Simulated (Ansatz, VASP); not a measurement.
**One calculation of La2Zr3O, two programs**

```
La Zr O
1.0
     5.50688    0.00000    0.00000
    -2.75344    4.76909    0.00000
     0.00000    0.00000    6.20669
La Zr O
2 3 1
Direct
  0.66667 0.33333 0.52832
  0.33333 0.66667 0.52832
  0.00000 0.50000 0.02832
  0.50000 0.00000 0.02832
  0.50000 0.50000 0.02832
  0.00000 0.00000 0.02838
```

Change from the starting cell: species swapped into the NaSn2Pd3 type (P6mm, No. 183).

Alike in both runs: functional PBE; k mesh 3 × 3 × 4; occupations gaussian, width 0.1 eV; no spin polarisation.

Ansatz relaxed the structure, and its values are those at the end. VASP's run is a single point on that final structure, the one shown.

|  | VASP | Ansatz |
| --- | --- | --- |
| version | VASP 6.6.1 | Ansatz 0.2.0 |
| potentials or method | VASP PAW PBE potentials, release 64 (La, Zr_sv, O) | scalar-relativistic, plane waves, PAW |
| plane-wave cutoff (eV) | 520 | 420 |
| valence electrons in the cell | 64 | 64 |

```csv
,VASP,Ansatz,Ansatz less VASP
gap on the k mesh at the Fermi level (eV),none,none,-
pressure (GPa),0.1,0.1,-0.02
```

A gap of «none» marks a metal or a gap that the smearing closes.

Caveats: the k mesh is coarse (spacing up to 0.44 Å⁻¹), so the values aren't converged. The runs have no spin-orbit coupling, so splittings on La are missing.
